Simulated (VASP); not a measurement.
**BiPt with and without spin-orbit coupling**

Aim: run bands, DOS and a relaxation of BiPt twice, without and with spin-orbit coupling. All runs use PBEsol. The start is a cell from a database of measured crystal structures.

Method: PBEsol; plane waves and PAW (Bi_d, Pt), in the first sound run; inputs show where later runs differ, in VASP 6.6.1.

Most raw output is cut from this account.

The database entry behind the starting cell differs from later determinations by our own check (0.1 to 0.3 % short, probably kX units), so it need not match the best structure at ambient conditions.

## Step 1: The structure

The structure is hexagonal, space group P6_3/mmc (No. 194). Conventional cell: a = 4.315 Å, b = 4.315 Å, c = 5.490 Å, α = 90.00°, β = 90.00°, γ = 120.00°. Nearest to Bi lie 6 Pt at 2.84 Å. Pt has 2 Pt at 2.75 Å and 6 Bi at 2.84 Å nearest. Farther neighbours are not listed.

As a file:

```xyz
4
Lattice="4.3150 0.0000 0.0000 -2.1575 3.7369 0.0000 0.0000 0.0000 5.4900" Properties=species:S:1:pos:R:3 pbc="T T T"
Bi    0.0000    2.4913    1.3725
Bi    2.1575    1.2456    4.1175
Pt    0.0000    0.0000    0.0000
Pt    0.0000    0.0000    2.7450
```

## Step 2: Reference run

A single point gives energy, forces and stress at these settings. PBEsol restores the gradient expansion of exchange and is tuned for the cells of solids.

File INCAR:

```
SYSTEM = BiPt
PREC = Accurate
ENCUT = 400
EDIFF = 1E-06
NELM = 100
ISMEAR = -1
SIGMA = 0.05
LREAL = .FALSE.
ALGO = Normal
GGA = PS
NBANDS = 31
LASPH = .TRUE.
LORBIT = 11
LWAVE = .FALSE.
LCHARG = .FALSE.
KPAR = 4
ISIF = 2
```

File POSCAR:

```
BiPt
1.0
    4.3150000000      0.0000000000      0.0000000000
   -2.1575000000      3.7368996173      0.0000000000
    0.0000000000      0.0000000000      5.4900000000
Bi Pt
2 2
Direct
    0.3333333333      0.6666666667      0.2500000000
    0.6666666667      0.3333333333      0.7500000000
    0.0000000000      0.0000000000      0.0000000000
    0.0000000000      0.0000000000      0.5000000000
```

File KPOINTS:

```
Automatic mesh
0
Gamma
7 7 5
0 0 0
```

The projector-augmented-wave data sets are Bi_d and Pt (PBE family, release 64).

Run with:

```console
$ mpirun -np 4 vasp_std
```

It took 5.4 s on 4 MPI ranks of Intel Xeon 6975P-C (Granite Rapids), shared host; peak memory 0.71 GiB; 19 s of CPU time.

The k-mesh is coarse for a metal. The PAW data sets were made with PBE, which is usual practice but a small mismatch for other functionals. At this level the cell is under a pressure of 2.6 GPa, so at these settings it is away from equilibrium.

This step gave:

- SCF cycles: 12
- electrons: 50
- bands: 31
- irreducible k-points: 24
- symmetry operations: 24
- free energy (TOTEN): -23.58 eV
- energy at zero smearing: -23.57 eV
- Fermi energy: 9.361 eV
- pressure: 2.582 GPa
- metallic: yes

The pressure is 2.58 GPa and the largest force 0.000 eV/Å, so the cell is not at a minimum at these settings.

## Step 3: Bands along the symmetry lines (PBEsol)

Levels along the symmetry lines show where the bands peak and cross; KPOINTS_OPT computes them in the converged potential.

INCAR: that of step 2 with these lines changed.

```diff
@@ -10,3 +10,3 @@
 GGA = PS
-NBANDS = 31
+NBANDS = 39
 LASPH = .TRUE.
@@ -16,2 +16 @@
 KPAR = 4
-ISIF = 2
```

POSCAR is that of step 2.

KPOINTS is that of step 2.

File KPOINTS_OPT:

```
Line mode
16
Line-mode
Reciprocal
  0.00000000   0.00000000   0.00000000 GAMMA
  0.50000000   0.00000000   0.00000000 M

  0.50000000   0.00000000   0.00000000 M
  0.33333333   0.33333333   0.00000000 K

  0.33333333   0.33333333   0.00000000 K
  0.00000000   0.00000000   0.00000000 GAMMA

  0.00000000   0.00000000   0.00000000 GAMMA
  0.00000000   0.00000000   0.50000000 A

  0.00000000   0.00000000   0.50000000 A
  0.50000000   0.00000000   0.50000000 L

  0.50000000   0.00000000   0.50000000 L
  0.33333333   0.33333333   0.50000000 H

  0.33333333   0.33333333   0.50000000 H
  0.00000000   0.00000000   0.50000000 A

  0.50000000   0.00000000   0.50000000 L
  0.50000000   0.00000000   0.00000000 M

  0.33333333   0.33333333   0.00000000 K
  0.33333333   0.33333333   0.50000000 H
```

Run with:

```console
$ mpirun -np 4 vasp_std
```

Run time: 23 s. Hardware: 4 MPI ranks; peak memory 0.89 GiB.

Spin-orbit coupling is off here; with elements this heavy it splits and shifts levels by tenths of an eV or more.

Numbers from this step:

| Quantity | Value |
| --- | --- |
| bands | 39 |
| pressure | 2.569 GPa |

Electronic bands along the path, in eV, zero at the Fermi level; # counts the bands kept:

| point | #10 | #11 | #12 | #13 | #14 | #15 | #16 | #17 |
| --- | --- | --- | --- | --- | --- | --- | --- | --- |
| Γ | -1.70 | 0.25 | 0.25 | 1.08 | 1.92 | 2.22 | 2.87 | 3.53 |
| 0.47 of the way | -1.76 | -1.69 | -0.86 | 0.43 | 0.68 | 2.78 | 3.83 | 3.84 |
| M | -2.68 | -2.35 | -1.82 | -1.67 | -1.36 | 2.22 | 4.19 | 4.24 |
| 0.53 of the way | -2.25 | -1.80 | -1.72 | -1.47 | -0.39 | 1.37 | 1.81 | 3.58 |
| K | -1.75 | -1.75 | -1.64 | -0.22 | -0.22 | 0.36 | 0.36 | 3.32 |
| 0.47 of the way | -1.78 | -1.70 | -1.48 | 0.06 | 1.50 | 1.54 | 2.33 | 4.07 |
| Γ | -1.70 | 0.25 | 0.25 | 1.08 | 1.92 | 2.22 | 2.87 | 3.53 |
| 0.47 of the way | -2.28 | -0.38 | 0.26 | 1.07 | 1.07 | 3.33 | 3.33 | 3.42 |
| A | -3.16 | -1.68 | -1.68 | 2.47 | 2.47 | 2.47 | 2.47 | 4.84 |
| 0.53 of the way | -3.04 | -1.39 | -1.39 | 0.73 | 0.73 | 1.34 | 1.34 | 4.19 |
| L | -2.88 | -2.74 | -2.74 | 0.64 | 0.64 | 1.25 | 1.25 | 4.48 |
| 0.53 of the way | -2.97 | -2.40 | -2.40 | -0.92 | -0.92 | 3.46 | 3.46 | 4.77 |
| H | -3.05 | -2.10 | -2.10 | -1.54 | -1.54 | 4.61 | 4.61 | 5.74 |
| 0.47 of the way | -2.98 | -1.43 | -1.43 | -0.45 | -0.45 | 2.34 | 2.34 | 4.78 |
| A | -3.16 | -1.68 | -1.68 | 2.47 | 2.47 | 2.47 | 2.47 | 4.84 |
| jump to L | -2.88 | -2.74 | -2.74 | 0.64 | 0.64 | 1.25 | 1.25 | 4.48 |
| 0.47 of the way | -2.62 | -2.41 | -2.07 | -0.79 | -0.15 | 2.31 | 2.47 | 3.03 |
| M | -2.68 | -2.35 | -1.82 | -1.67 | -1.36 | 2.22 | 4.19 | 4.24 |
| jump to K | -1.75 | -1.75 | -1.64 | -0.22 | -0.22 | 0.36 | 0.36 | 3.32 |
| 0.47 of the way | -2.14 | -1.96 | -1.96 | -1.13 | -1.13 | 2.14 | 2.14 | 4.30 |
| H | -3.05 | -2.10 | -2.10 | -1.54 | -1.54 | 4.61 | 4.61 | 5.74 |

Of the projections kept (Bi, Pt), the largest for each band there; the rest of the weight can lie on other orbitals:

| point | #10 | #11 | #12 | #13 | #14 | #15 | #16 | #17 |
| --- | --- | --- | --- | --- | --- | --- | --- | --- |
| Γ | Pt 1.00 | Bi 0.70 | Bi 0.70 | Pt 0.92 | Pt 0.64 | Pt 0.59 | Bi 0.98 | Pt 0.51 |
| M | Bi 0.76 | Pt 0.97 | Pt 0.99 | Pt 1.00 | Pt 0.80 | Pt 0.80 | Pt 0.65 | Pt 0.71 |
| K | Pt 0.99 | Pt 0.99 | Bi 0.53 | Pt 0.62 | Pt 0.62 | Pt 0.58 | Pt 0.58 | Pt 0.94 |
| Γ | Pt 1.00 | Bi 0.70 | Bi 0.70 | Pt 0.92 | Pt 0.64 | Pt 0.59 | Bi 0.98 | Pt 0.51 |
| A | Pt 0.98 | Bi 0.53 | Bi 0.53 | Bi 0.51 | Bi 0.51 | Bi 0.51 | Bi 0.51 | Pt 0.65 |
| L | Pt 0.99 | Pt 0.94 | Pt 0.94 | Pt 0.59 | Pt 0.59 | Pt 0.61 | Pt 0.61 | Bi 0.65 |

There is no gap at this level.

## Step 4: Band structure (PBEsol + SOC)

This step: PBEsol, spin-orbit coupling; plane waves and PAW (Bi_d, Pt) (VASP 6.6.1).

The mesh alone shows little of the dispersion and can miss band extrema, so KPOINTS_OPT adds a path through the symmetry points after the self-consistent cycle. Spin-orbit coupling needs spinors and the noncollinear program, where each band holds one electron.

INCAR: that of step 3 with these lines changed.

```diff
@@ -10,4 +10,9 @@
 GGA = PS
-NBANDS = 39
+LNONCOLLINEAR = .TRUE.
+MAGMOM = 0 0 0 0 0 0 0 0 0 0 0 0
+NBANDS = 62
+GGA_COMPAT = .FALSE.
 LASPH = .TRUE.
+LSORBIT = .TRUE.
+LMAXMIX = 4
 LORBIT = 11
```

POSCAR is that of step 3.

KPOINTS is that of step 3.

KPOINTS_OPT is that of step 3.

Run with:

```console
$ mpirun -np 4 vasp_ncl
```

The job ended after 98 s (4 MPI ranks; peak memory 1.7 GiB; 6.5 min of CPU time).

At this level the cell is under a pressure of 2.7 GPa, so at these settings it is away from equilibrium.

Numbers from this step:

| Quantity | Value |
| --- | --- |
| SCF cycles | 14 |
| bands | 62 |
| free energy (TOTEN) | -25.54 eV |
| energy at zero smearing | -25.53 eV |
| Fermi energy | 9.297 eV |
| pressure | 2.685 GPa |

On-site spin-orbit energy by atom:

| atom | on-site spin-orbit energy (eV) |
| --- | --- |
| Bi1 | -1.40 |
| Bi2 | -1.40 |
| Pt3 | -0.64 |
| Pt4 | -0.64 |

Electronic bands along the path, in eV, zero at the Fermi level; # counts the bands kept:

| point | #23 | #24 | #25 | #26 | #27 | #28 | #29 | #30 |
| --- | --- | --- | --- | --- | --- | --- | --- | --- |
| Γ | 1.11 | 1.11 | 1.11 | 1.11 | 2.00 | 2.00 | 2.23 | 2.23 |
| 0.47 of the way | -0.84 | -0.84 | 0.48 | 0.48 | 0.74 | 0.74 | 2.55 | 2.55 |
| M | -1.88 | -1.88 | -1.52 | -1.52 | -1.08 | -1.08 | 2.21 | 2.21 |
| 0.53 of the way | -1.47 | -1.47 | -1.33 | -1.33 | -0.30 | -0.30 | 1.37 | 1.37 |
| K | -1.40 | -1.40 | -0.33 | -0.33 | -0.14 | -0.14 | 0.43 | 0.43 |
| 0.47 of the way | -1.20 | -1.20 | 0.07 | 0.07 | 1.33 | 1.33 | 1.59 | 1.59 |
| Γ | 1.11 | 1.11 | 1.11 | 1.11 | 2.00 | 2.00 | 2.23 | 2.23 |
| 0.47 of the way | -0.35 | -0.35 | 0.93 | 0.93 | 1.84 | 1.84 | 2.86 | 2.86 |
| A | -1.62 | -1.62 | 1.88 | 1.88 | 1.88 | 1.88 | 3.07 | 3.07 |
| 0.53 of the way | -1.28 | -1.28 | 0.53 | 0.53 | 0.53 | 0.53 | 1.58 | 1.58 |
| L | -2.39 | -2.39 | 0.58 | 0.58 | 0.58 | 0.58 | 1.36 | 1.36 |
| 0.53 of the way | -2.11 | -2.11 | -0.83 | -0.83 | -0.79 | -0.79 | 3.22 | 3.22 |
| H | -1.78 | -1.78 | -1.51 | -1.51 | -1.29 | -1.29 | 4.22 | 4.22 |
| 0.47 of the way | -1.25 | -1.25 | -0.62 | -0.62 | -0.21 | -0.21 | 2.12 | 2.12 |
| A | -1.62 | -1.62 | 1.88 | 1.88 | 1.88 | 1.88 | 3.07 | 3.07 |
| jump to L | -2.39 | -2.39 | 0.58 | 0.58 | 0.58 | 0.58 | 1.36 | 1.36 |
| 0.47 of the way | -1.92 | -1.92 | -0.71 | -0.71 | -0.06 | -0.06 | 2.16 | 2.16 |
| M | -1.88 | -1.88 | -1.52 | -1.52 | -1.08 | -1.08 | 2.21 | 2.21 |
| jump to K | -1.40 | -1.40 | -0.33 | -0.33 | -0.14 | -0.14 | 0.43 | 0.43 |
| 0.47 of the way | -1.62 | -1.62 | -1.17 | -1.17 | -0.88 | -0.88 | 2.10 | 2.10 |
| H | -1.78 | -1.78 | -1.51 | -1.51 | -1.29 | -1.29 | 4.22 | 4.22 |

Of the projections kept (Bi, Pt), the largest for each band there; the rest of the weight can lie on other orbitals:

| point | #23 | #24 | #25 | #26 | #27 | #28 | #29 | #30 |
| --- | --- | --- | --- | --- | --- | --- | --- | --- |
| Γ | Bi 0.69 | Bi 0.69 | Pt 0.92 | Pt 0.92 | Pt 0.65 | Pt 0.65 | Pt 0.61 | Pt 0.61 |
| M | Pt 1.00 | Pt 1.00 | Pt 0.94 | Pt 0.94 | Pt 0.87 | Pt 0.87 | Pt 0.79 | Pt 0.79 |
| K | Pt 0.97 | Pt 0.97 | Pt 0.61 | Pt 0.61 | Pt 0.70 | Pt 0.70 | Pt 0.57 | Pt 0.57 |
| Γ | Bi 0.69 | Bi 0.69 | Pt 0.92 | Pt 0.92 | Pt 0.65 | Pt 0.65 | Pt 0.61 | Pt 0.61 |
| A | Bi 0.50 | Bi 0.50 | Pt 0.57 | Pt 0.57 | Pt 0.57 | Pt 0.57 | Bi 0.56 | Bi 0.56 |
| L | Pt 0.94 | Pt 0.94 | Pt 0.63 | Pt 0.63 | Pt 0.63 | Pt 0.63 | Pt 0.60 | Pt 0.60 |

There is no gap at this level. Without the coupling there was no gap either. The run took 4.3 times the core time, with 62 spinor bands against 39.

## Step 5: Total and projected DOS (PBEsol)

This step: PBEsol; plane waves and PAW (Bi_d, Pt) (VASP 6.6.1).

Here the states are counted by energy and projected on the atoms.

File INCAR:

```
SYSTEM = BiPt
PREC = Accurate
ENCUT = 400
EDIFF = 1E-06
NELM = 100
ISMEAR = -5
SIGMA = 0.05
LREAL = .FALSE.
ALGO = Normal
GGA = PS
NBANDS = 39
LASPH = .TRUE.
LORBIT = 11
LWAVE = .FALSE.
LCHARG = .FALSE.
KPAR = 4
NEDOS = 2001
```

POSCAR is that of step 4.

KPOINTS is that of step 4.

Run with:

```console
$ mpirun -np 4 vasp_std
```

Run time: 6.8 s. Hardware: 4 MPI ranks; peak memory 0.76 GiB.

At this level the cell is under a pressure of 2.5 GPa, so at these settings it is away from equilibrium. With tetrahedra the forces and stress of a metal are not exact derivatives of the energy.

This step gave:

* SCF cycles: 13
* bands: 39
* free energy (TOTEN): -23.57 eV
* Fermi energy: 9.317 eV
* pressure: 2.481 GPa
* DOS at the Fermi level: 2.253 states/eV/cell

The density of states has structure finer than the step of the table below, so its rows give means over 1 eV, whole bins alone (the curve runs from -12.0 to 5.18 eV). Peaks (eV: height): total -4.1: 7.72, -3.5: 8.11, -3.0: 13.8, -2.8: 8.52; Pt d -4.1: 5.07, -3.5: 5.42, -3.0: 10.4, -2.8: 6.97; Bi p -5.3: 1.00, -4.7: 0.912, -4.1: 0.948, 4.6: 1.08; Pt p -3.5: 0.330, -3.0: 0.393, -2.7: 0.252, 1.5: 0.260; Pt s -6.0: 0.396, -5.5: 0.399, -3.0: 0.346, 4.6: 0.769.

States under -12.0 eV and over 5.2 eV are left out. The density of states by energy, zero at the Fermi level; means over each step; values in states/eV/cell:

| energy (eV) | total | Pt d | Bi p | Pt p | Pt s | Bi s |
| --- | --- | --- | --- | --- | --- | --- |
| -11 | 2.11 | 0.141 | 0.00678 | 0.0534 | 0.0352 | 1.45 |
| -10 | 0.0227 | 6.9e-4 | 7.2e-5 | 8.6e-4 | 2.3e-4 | 0.0166 |
| -9 | 0 | 0 | 0 | 0 | 0 | 0 |
| -8 | 0 | 0 | 0 | 0 | 0 | 0 |
| -7 | 0.530 | 0.116 | 0.0819 | 0.0102 | 0.166 | 0.0138 |
| -6 | 1.90 | 0.509 | 0.366 | 0.0639 | 0.338 | 0.0362 |
| -5 | 4.59 | 2.56 | 0.672 | 0.118 | 0.199 | 0.0234 |
| -4 | 4.67 | 3.04 | 0.512 | 0.146 | 0.0903 | 0.0284 |
| -3 | 6.96 | 5.26 | 0.341 | 0.191 | 0.137 | 0.0388 |
| -2 | 4.03 | 3.10 | 0.187 | 0.117 | 0.101 | 0.0687 |
| -1 | 2.39 | 1.23 | 0.324 | 0.150 | 0.119 | 0.106 |
| 0 | 2.05 | 0.816 | 0.400 | 0.174 | 0.0571 | 0.114 |
| 1 | 1.37 | 0.401 | 0.347 | 0.145 | 0.0407 | 0.0561 |
| 2 | 1.70 | 0.407 | 0.458 | 0.149 | 0.0853 | 0.0768 |
| 3 | 1.62 | 0.323 | 0.497 | 0.128 | 0.0724 | 0.0569 |
| 4 | 2.01 | 0.351 | 0.492 | 0.0841 | 0.314 | 0.0312 |

Of the states within 0.3 eV of the Fermi level, the largest shares in the PAW spheres are Pt d 40 %, Bi p 19 % and Pt p 8 %. The rest lies in smaller channels or between the spheres.

## Step 6: Density of states (PBEsol + SOC)

This step: PBEsol, spin-orbit coupling; plane waves and PAW (Bi_d, Pt) (VASP 6.6.1).

INCAR: that of step 5 with these lines changed.

```diff
@@ -10,4 +10,9 @@
 GGA = PS
-NBANDS = 39
+LNONCOLLINEAR = .TRUE.
+MAGMOM = 0 0 0 0 0 0 0 0 0 0 0 0
+NBANDS = 62
+GGA_COMPAT = .FALSE.
 LASPH = .TRUE.
+LSORBIT = .TRUE.
+LMAXMIX = 4
 LORBIT = 11
```

POSCAR is that of step 5.

KPOINTS is that of step 5.

Run with:

```console
$ mpirun -np 4 vasp_ncl
```

It took 25 s on 4 MPI ranks; peak memory 1.4 GiB.

This step gave:

- bands: 62
- free energy (TOTEN): -25.55 eV
- Fermi energy: 9.291 eV
- pressure: 2.594 GPa
- DOS at the Fermi level: 2.237 states/eV/cell

On-site spin-orbit energy by atom:

| atom | on-site spin-orbit energy (eV) |
| --- | --- |
| Bi1 | -1.41 |
| Bi2 | -1.41 |
| Pt3 | -0.64 |
| Pt4 | -0.64 |

The density of states has structure finer than the step of the table below, so its rows give means over 0.5 eV, whole bins alone (the curve runs from -12.0 to 0.636 eV). Peaks (eV: height): total -4.71: 7.79, -4.35: 12.2, -3.85: 9.35, -2.57: 9.76; Pt d -4.35: 8.09, -3.85: 6.36, -2.57: 7.60, -1.86: 5.65; Bi p -5.49: 1.04, -4.71: 0.929, -4.35: 1.44, -3.85: 0.789; Pt p -4.35: 0.315, -3.85: 0.307, -3.14: 0.293, -2.93: 0.272; Pt s -6.13: 0.419, -5.56: 0.409, -4.71: 0.351, -3.43: 0.247.

States under -12.0 eV and over 0.6 eV are left out. Density of states against energy, zero at the Fermi level; means over each step; values in states/eV/cell:

| energy (eV) | total | Pt d | Bi p | Pt p | Pt s | Bi s |
| --- | --- | --- | --- | --- | --- | --- |
| -11.5 | 2.64 | 0.106 | 0.0125 | 0.0853 | 0.0827 | 1.74 |
| -11.0 | 2.73 | 0.211 | 0.00907 | 0.0638 | 0.0427 | 1.86 |
| -10.5 | 0.421 | 0.0231 | 0.00179 | 0.0134 | 0.00496 | 0.298 |
| -10.0 | 0.00466 | 9.0e-5 | 1.1e-5 | 2.0e-4 | 4.6e-5 | 0.00343 |
| -9.5 | 0 | 0 | 0 | 0 | 0 | 0 |
| -9.0 | 0 | 0 | 0 | 0 | 0 | 0 |
| -8.5 | 0 | 0 | 0 | 0 | 0 | 0 |
| -8.0 | 0 | 0 | 0 | 0 | 0 | 0 |
| -7.5 | 0.00168 | 3.2e-4 | 2.6e-4 | 1.2e-5 | 6.2e-4 | 2.9e-5 |
| -7.0 | 0.678 | 0.151 | 0.105 | 0.0105 | 0.214 | 0.0174 |
| -6.5 | 1.31 | 0.282 | 0.232 | 0.0429 | 0.335 | 0.0312 |
| -6.0 | 2.03 | 0.551 | 0.415 | 0.0623 | 0.330 | 0.0384 |
| -5.5 | 4.63 | 2.30 | 0.764 | 0.117 | 0.276 | 0.0357 |
| -5.0 | 4.44 | 2.74 | 0.571 | 0.105 | 0.120 | 0.0174 |
| -4.5 | 5.85 | 3.85 | 0.647 | 0.156 | 0.131 | 0.0310 |
| -4.0 | 4.71 | 3.11 | 0.462 | 0.150 | 0.0969 | 0.0386 |
| -3.5 | 4.69 | 3.27 | 0.324 | 0.133 | 0.140 | 0.0487 |
| -3.0 | 4.53 | 3.13 | 0.322 | 0.213 | 0.121 | 0.0364 |
| -2.5 | 5.71 | 4.34 | 0.265 | 0.162 | 0.124 | 0.0263 |
| -2.0 | 4.36 | 3.32 | 0.227 | 0.139 | 0.0937 | 0.0621 |
| -1.5 | 3.24 | 2.26 | 0.224 | 0.112 | 0.126 | 0.0938 |
| -1.0 | 2.93 | 1.62 | 0.362 | 0.165 | 0.138 | 0.122 |
| -0.5 | 1.86 | 0.908 | 0.289 | 0.140 | 0.0586 | 0.0837 |
| 0.0 | 2.22 | 0.950 | 0.410 | 0.180 | 0.0585 | 0.122 |

The DOS at the Fermi level goes from 2.25 to 2.24 states/eV/cell, a number that is sensitive to the mesh. The run took 3.7 times the core time, with 62 spinor bands against 39. Of the states within 0.3 eV of the Fermi level, the largest shares in the PAW spheres are Pt d 43 %, Bi p 18 % and Pt p 8 %. The rest lies in smaller channels or between the spheres.

## Step 7: Relaxing cell and atoms (PBEsol)

This step: PBEsol; plane waves and PAW (Bi_d, Pt) (VASP 6.6.1).

Last, the cell itself: ISIF = 3 frees volume, shape and positions, first without the coupling.

File INCAR:

```
SYSTEM = BiPt
PREC = Accurate
ENCUT = 400
EDIFF = 1E-06
NELM = 100
ISMEAR = -1
SIGMA = 0.05
LREAL = .FALSE.
ALGO = Normal
GGA = PS
NBANDS = 31
LASPH = .TRUE.
LORBIT = 11
LWAVE = .FALSE.
LCHARG = .FALSE.
KPAR = 4
IBRION = 2
NSW = 60
ISIF = 3
EDIFFG = -0.01
```

POSCAR is that of step 6.

KPOINTS is that of step 6.

Run with:

```console
$ mpirun -np 4 vasp_std
```

Run time: 20 s. Hardware: 4 MPI ranks; peak memory 0.72 GiB.

The run keeps the 24 symmetry operations of its start, so it cannot find a distortion of lower symmetry.

Step by step:

| step | energy less that of the first step (eV) | largest force (eV/Å) | pressure (GPa) | volume (Å³) |
| --- | --- | --- | --- | --- |
| 1 | 0.0000 | 0.0000 | 2.58 | 88.52 |
| 2 | 0.0209 | 0.0000 | -3.75 | 93.17 |
| 3 | -0.0138 | 0.0000 | -0.05 | 90.29 |
| 4 | -0.0138 | 0.0000 | -0.02 | 90.25 |
| 5 | -0.0144 | 0.0000 | 0.02 | 90.26 |
| 6 | -0.0144 | 0.0000 | 0.04 | 90.26 |

| conventional cell, symmetrised | before | after | change |
| --- | --- | --- | --- |
| a (Å) | 4.315 | 4.352 | +0.9 % |
| b (Å) | 4.315 | 4.352 | +0.9 % |
| c (Å) | 5.490 | 5.502 | +0.2 % |
| volume (Å³/atom) | 22.13 | 22.57 | +2.0 % |

Final coordinates:

```xyz
4
Lattice="4.3525 0.0000 0.0000 -2.1762 3.7694 0.0000 0.0000 0.0000 5.5018" Properties=species:S:1:pos:R:3 pbc="T T T"
Bi    0.0000    2.5129    1.3755
Bi    2.1762    1.2565    4.1264
Pt    0.0000    0.0000    0.0000
Pt    0.0000    0.0000    2.7509
```

Numbers from this step:

```
bands                           : 31
free energy (TOTEN)             : -23.59 eV
energy at zero smearing         : -23.59 eV
Fermi energy                    : 9.069 eV
pressure                        : 0.03628 GPa
SCF cycles over all ionic steps : 44
```

It ends with forces that vanish by symmetry and a pressure of 0.04 GPa.

## Step 8: Relaxing cell and atoms (PBEsol + SOC)

This step: PBEsol, spin-orbit coupling; plane waves and PAW (Bi_d, Pt) (VASP 6.6.1).

The same relaxation with spinors and spin-orbit coupling.

INCAR: that of step 7 with these lines changed.

```diff
@@ -10,4 +10,9 @@
 GGA = PS
-NBANDS = 31
+LNONCOLLINEAR = .TRUE.
+MAGMOM = 0 0 0 0 0 0 0 0 0 0 0 0
+NBANDS = 62
+GGA_COMPAT = .FALSE.
 LASPH = .TRUE.
+LSORBIT = .TRUE.
+LMAXMIX = 4
 LORBIT = 11
```

POSCAR is that of step 7.

KPOINTS is that of step 7.

Run with:

```console
$ mpirun -np 4 vasp_ncl
```

The job ended after 87 s (4 MPI ranks; peak memory 1.5 GiB; 5.7 min of CPU time).

Step by step:

| step | energy less that of the first step (eV) | largest force (eV/Å) | pressure (GPa) | volume (Å³) |
| --- | --- | --- | --- | --- |
| 1 | 0.0000 | 0.0000 | 2.69 | 88.52 |
| 2 | 0.0172 | 0.0000 | -3.63 | 93.36 |
| 3 | -0.0162 | 0.0000 | -0.08 | 90.46 |
| 4 | -0.0176 | 0.0000 | -0.04 | 90.47 |
| 5 | -0.0178 | 0.0000 | 0.00 | 90.47 |

| conventional cell, symmetrised | before | after | change |
| --- | --- | --- | --- |
| a (Å) | 4.315 | 4.363 | +1.1 % |
| b (Å) | 4.315 | 4.363 | +1.1 % |
| c (Å) | 5.490 | 5.489 | -0.0 % |
| volume (Å³/atom) | 22.13 | 22.62 | +2.2 % |

Final coordinates:

```xyz
4
Lattice="4.3627 0.0000 0.0000 -2.1813 3.7782 0.0000 0.0000 0.0000 5.4886" Properties=species:S:1:pos:R:3 pbc="T T T"
Bi    0.0000    2.5188    1.3722
Bi    2.1813    1.2594    4.1165
Pt    0.0000    0.0000    0.0000
Pt    0.0000    0.0000    2.7443
```

Numbers from this step:

* bands: 62
* free energy (TOTEN): -25.56 eV
* energy at zero smearing: -25.55 eV
* Fermi energy: 8.968 eV
* pressure: -0.004813 GPa
* SCF cycles over all ionic steps: 45

On-site spin-orbit energy by atom:

| atom | on-site spin-orbit energy (eV) |
| --- | --- |
| Bi1 | -1.41 |
| Bi2 | -1.41 |
| Pt3 | -0.64 |
| Pt4 | -0.64 |

The cell ends at 22.62 Å³/atom, +0.2 % from the run without the coupling. The run took 4.4 times the core time, with 62 spinor bands against 31.

The cell grew by 2.2 % in volume.

## Step 9: Side by side

| quantity | without | with spin-orbit coupling |
| --- | --- | --- |
| gap (eV) | none | none |
| core minutes, bands | 1.5 | 6.5 |
| DOS at the Fermi level (states/eV/cell) | 2.25 | 2.24 |
| core minutes, DOS | 0.45 | 1.7 |
| relaxed volume (Å³/atom) | 22.57 | 22.62 |
| core minutes, relaxation | 1.3 | 5.8 |

## Step 10: Outcome

| Property | Result |
| --- | --- |
| gap (eV), without → with | none → none |
| DOS at the Fermi level (states/eV/cell), without → with | 2.25 → 2.24 |
| relaxed volume (Å³/atom), without → with | 22.57 → 22.62 |

BiPt has no gap with or without spin-orbit coupling. The relaxed volume moves by +0.2 %. The spinor runs cost 3.7 to 4.4 times as much, on a shared host. The k-sampling is coarse for a metal, so the Fermi level, pressures and the shape of the cell carry errors.

[Lines on the potential files, build, host, timing and source positions are cut from VASP's logs without a mark.]

[Logs are printed without paths, hosts, clocks, repeated set-up lines and the standing remarks that a program may print on its own settings, such as how far it seeks lower states.]

[Hosts, paths, dates, database ids (printed as entryN), source tags and the programs' standing remarks are cut or masked in the printed files.]

[A measured line is paired with the nearest computed mode of its activity, which favours agreement.]

[In band tables of VASP the shares of atoms and orbitals are scaled to a sum of 1 inside the atoms' spheres.]
